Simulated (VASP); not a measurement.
Data:

```
Se
1.0
    2.18500    -3.78453     0.00000
    2.18500     3.78453     0.00000
    0.00000     0.00000     4.95000
Se
3
Direct
  0.00000   0.22500   0.66667
  0.77500   0.77500   0.00000
  0.22500   0.00000   0.33333
```

Method: PBE GGA, VASP's PBE PAW potentials (set 64) (plane waves; VASP). Numerical set-up: EDIFF = 1E-3, 400 eV cut-off, 6×6×5 Γ-centred mesh, Gaussian smearing of 0.050 eV, potentials Se.

Task: Give the force on each atom (eV/Å).

Result: 
| atom | Fx | Fy | Fz |
|---|---|---|---|
| Se1 | 0.218 | 0.377 | 0.000 |
| Se2 | -0.436 | 0.000 | 0.000 |
| Se3 | 0.218 | -0.377 | 0.000 |

Task: Give the stress tensor in GPa (positive for a compressed cell).

Result: 
```
2.28  0.00  0.00
0.00  2.28  0.00
0.00  0.00  4.11
```
The pressure is its mean diagonal, 2.89 GPa.

The compound is Se in the trig structure. The cell was not relaxed at this level. The run is one of a series of settings (EDIFF = 1E-3 against the base run), some of them coarse on purpose.
